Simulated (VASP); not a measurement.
Output of a VASP run:

### OUTCAR
```
 ion  position               nearest neighbor table
   1  0.333  0.667  0.036-   3 1.99   4 2.22   4 2.22   4 2.22   2 3.75   2 3.75   2 3.75   2 3.75
                             2 3.75   2 3.75
   2  0.667  0.333  0.536-   4 1.99   3 2.22   3 2.22   3 2.22   1 3.75   1 3.75   1 3.75   1 3.75
                             1 3.75   1 3.75
   3  0.333  0.667  0.339-   1 1.99   2 2.22   2 2.22   2 2.22
   4  0.667  0.333  0.839-   2 1.99   1 2.22   1 2.22   1 2.22
  LATTYP: Found a hexagonal cell.
 ALAT       =     3.1300441258
 C/A-ratio  =     2.1023335942
 Subroutine PRICEL returns:
 Original cell was already a primitive cell.
 Subroutine GETGRP returns: Found 12 space group operations
The static configuration has the point symmetry C_3v.
 The point group associated with its full space group is C_6v.
The dynamic configuration has the point symmetry C_3v.
 Subroutine INISYM returns: Found 12 space group operations
 Subroutine IBZKPT returns following result:
 Found     63 irreducible k-points:

 Following reciprocal coordinates:
            Coordinates               Weight
  0.000000  0.000000  0.000000      1.000000
  0.076923  0.000000  0.000000      6.000000
  0.153846  0.000000  0.000000      6.000000
  0.230769  0.000000  0.000000      6.000000
  0.307692  0.000000  0.000000      6.000000
  0.384615  0.000000  0.000000      6.000000
  0.461538  0.000000  0.000000      6.000000
  0.076923  0.076923  0.000000      6.000000
  0.153846  0.076923  0.000000     12.000000
  0.230769  0.076923  0.000000     12.000000
  0.307692  0.076923  0.000000     12.000000
  0.384615  0.076923  0.000000     12.000000
  0.461538  0.076923  0.000000      6.000000
  0.153846  0.153846  0.000000      6.000000
  0.230769  0.153846  0.000000     12.000000
  0.307692  0.153846  0.000000     12.000000
  0.384615  0.153846  0.000000     12.000000
  0.230769  0.230769  0.000000      6.000000
  0.307692  0.230769  0.000000     12.000000
  0.384615  0.230769  0.000000      6.000000
  0.307692  0.307692  0.000000      6.000000
  0.000000  0.000000  0.200000      2.000000
  0.076923  0.000000  0.200000     12.000000
  0.153846  0.000000  0.200000     12.000000
  0.230769  0.000000  0.200000     12.000000
  0.307692  0.000000  0.200000     12.000000
  0.384615  0.000000  0.200000     12.000000
  0.461538  0.000000  0.200000     12.000000
  0.076923  0.076923  0.200000     12.000000
  0.153846  0.076923  0.200000     24.000000
  0.230769  0.076923  0.200000     24.000000
  0.307692  0.076923  0.200000     24.000000
  0.384615  0.076923  0.200000     24.000000
  0.461538  0.076923  0.200000     12.000000
  0.153846  0.153846  0.200000     12.000000
  0.230769  0.153846  0.200000     24.000000
  0.307692  0.153846  0.200000     24.000000
  0.384615  0.153846  0.200000     24.000000
  0.230769  0.230769  0.200000     12.000000
  0.307692  0.230769  0.200000     24.000000
   k-points           NKPTS =     63   k-points in BZ     NKDIM =     63   number of bands    NBANDS=     20
   number of dos      NEDOS =    601   number of ions     NIONS =      4
   total plane-waves  NPLWV =  28800
   dimension x,y,z NGX =    24 NGY =   24 NGZ =   50
   dimension x,y,z NGXF=    48 NGYF=   48 NGZF=  100
   ions per type =               2   2
   PREC   = accura    normal or accurate (medium, high low for compatibility)
   ISTART =      0    job   : 0-new  1-cont  2-samecut
   ICHARG =      2    charge: 1-file 2-atom 10-const
   ISPIN  =      1    spin polarized calculation?
   LNONCOLLINEAR =      F non collinear calculations
   LSORBIT =      F    spin-orbit coupling
   INIWAV =      1    electr: 0-lowe 1-rand  2-diag
   ENCUT  =  520.0 eV  38.22 Ry    6.18 a.u.   5.82  5.82 12.24*2*pi/ulx,y,z
   NELM   =    100;   NELMIN=  2; NELMDL= -5     # of ELM steps
   EDIFF  = 0.1E-06   stopping-criterion for ELM
   LREAL  =      F    real-space projection
   NLSPLINE    = F    spline interpolate recip. space projectors
...
```

**OSZICAR**
```
       N       E                     dE             d eps       ncg     rms          rms(c)
DAV:   1     0.162117264462E+03    0.16212E+03   -0.18270E+04  2520   0.157E+03
DAV:   2    -0.363003765111E+02   -0.19842E+03   -0.19243E+03  3332   0.368E+02
DAV:   3    -0.448985904335E+02   -0.85982E+01   -0.83916E+01  3100   0.638E+01
DAV:   4    -0.450139120449E+02   -0.11532E+00   -0.11469E+00  3096   0.762E+00
DAV:   5    -0.450164780621E+02   -0.25660E-02   -0.25702E-02  3104   0.896E-01    0.687E+01
DAV:   6    -0.411288243480E+02    0.38877E+01   -0.25152E+01  2824   0.317E+01    0.522E+01
DAV:   7    -0.410493126419E+02    0.79512E-01   -0.45558E+00  2892   0.152E+01    0.152E+01
DAV:   8    -0.408366623390E+02    0.21265E+00   -0.11414E+00  2972   0.678E+00    0.183E+00
DAV:   9    -0.408318334820E+02    0.48289E-02   -0.48829E-02  2824   0.167E+00    0.194E+00
DAV:  10    -0.408318695681E+02   -0.36086E-04   -0.32069E-03  3184   0.402E-01    0.264E-01
DAV:  11    -0.408318907193E+02   -0.21151E-04   -0.81236E-04  2928   0.197E-01    0.561E-01
DAV:  12    -0.408318398421E+02    0.50877E-04   -0.35691E-04  2884   0.129E-01    0.104E-01
DAV:  13    -0.408318380266E+02    0.18155E-05   -0.21042E-05  2960   0.353E-02    0.410E-02
DAV:  14    -0.408318386797E+02   -0.65307E-06   -0.12794E-06  3036   0.892E-03    0.340E-02
DAV:  15    -0.408318396835E+02   -0.10039E-05   -0.11581E-06  2928   0.743E-03    0.220E-03
DAV:  16    -0.408318391420E+02    0.54159E-06   -0.84556E-08  1668   0.222E-03    0.270E-03
DAV:  17    -0.408318392725E+02   -0.13052E-06   -0.97922E-09  1568   0.907E-04    0.448E-04
DAV:  18    -0.408318393179E+02   -0.45469E-07   -0.54997E-09  1520   0.514E-04
   1 F= -.40831839E+02 E0= -.40831839E+02  d E =0.000000E+00
```

**OUTCAR**
```
------------------------ aborting loop because EDIFF is reached ----------------------------------------
  FORCE on cell =-STRESS in cart. coord.  units (eV):
  Direction    XX          YY          ZZ          XY          YZ          ZX
  --------------------------------------------------------------------------------------
  Total       -0.0073557     -0.0073557      0.0126062      0.0000000      0.0000000     -0.0000000
  in kB       -0.2110808     -0.2110808      0.3617527      0.0000000      0.0000000     -0.0000000
  external PRESSURE =      -0.0201363 kB  Pullay stress =       0.0000000 kB
  volume of cell :       55.83
      direct lattice vectors                 reciprocal lattice vectors
     3.130044126  0.000000000  0.000000000     0.319484314  0.184454353  0.000000000
    -1.565022063  2.710697747  0.000000000     0.000000000  0.368908707  0.000000000
     0.000000000  0.000000000  6.580396917     0.000000000  0.000000000  0.151966517
 POSITION                                       TOTAL-FORCE (eV/Angst)
 -----------------------------------------------------------------------------------
     -0.00000      1.80713      0.23755         0.000000     -0.000000      0.003391
      1.56502      0.90357      3.52775         0.000000      0.000000      0.003391
     -0.00000      1.80713      2.23010         0.000000     -0.000000     -0.003391
      1.56502      0.90357      5.52030        -0.000000     -0.000000     -0.003391
 -----------------------------------------------------------------------------------
    total drift:                               -0.002060      0.001189     -0.000334
  FREE ENERGIE OF THE ION-ELECTRON SYSTEM (eV)
  ---------------------------------------------------
  free  energy   TOTEN  =       -40.8318393179 eV

  energy  without entropy=      -40.8318393179  energy(sigma->0) =      -40.83183932

 total charge

# of ion       s       p       d       tot
------------------------------------------
    1        0.348   6.494   1.664   8.506
    2        0.348   6.494   1.664   8.506
    3        1.562   3.480   0.000   5.042
    4        1.562   3.480   0.000   5.042
--------------------------------------------------
tot          3.820  19.947   3.329  27.096
```
(Selected blocks of OUTCAR.)

File POSCAR:
```
HfO
1
    3.1300441258     0.0000000000    -0.0000000000
   -1.5650220629     2.7106977469     0.0000000000
   -0.0000000000     0.0000000000     6.5803969169
Hf O
2 2
Direct
  0.3333330000   0.6666670000   0.0360995897
  0.6666670000   0.3333330000   0.5360995897
  0.3333330000   0.6666670000   0.3389004103
  0.6666670000   0.3333330000   0.8389004103
```

Problem. Write an INCAR and KPOINTS that could have produced this output.

Solution. This is not unique; one that fits is the input of the run itself, PBEsol GGA, plane waves, VASP's PBE PAW potentials (set 64).

### KPOINTS
```
Automatic
0
Gamma
 13 13 5
0 0 0
```

### INCAR
```
ALGO  =  Normal
EDIFF  =  1E-7
ENCUT  =  520
GGA  =  PS
ISIF  =  2
ISMEAR  =  -5
LASPH  =  .True.
LCHARG  =  .True.
LEFG  =  .True.
LMAXMIX  =  6
LORBIT  =  11
LREAL  =  .False.
LWAVE  =  .False.
NEDOS  =  601
NELM  =  100
PREC  =  Accurate
SYSTEM  =  HfO
```

POTCAR, in this order: Hf_pv O (PBE.64 set). Program: vasp_std.

For a metal the tetrahedron method with Blöchl corrections gives inexact stress and forces.

The structure was generated: HfO was put into the wurtzite type (P6_3mc), which need not be its known phase. It was relaxed first, which changed the volume by -35 %.
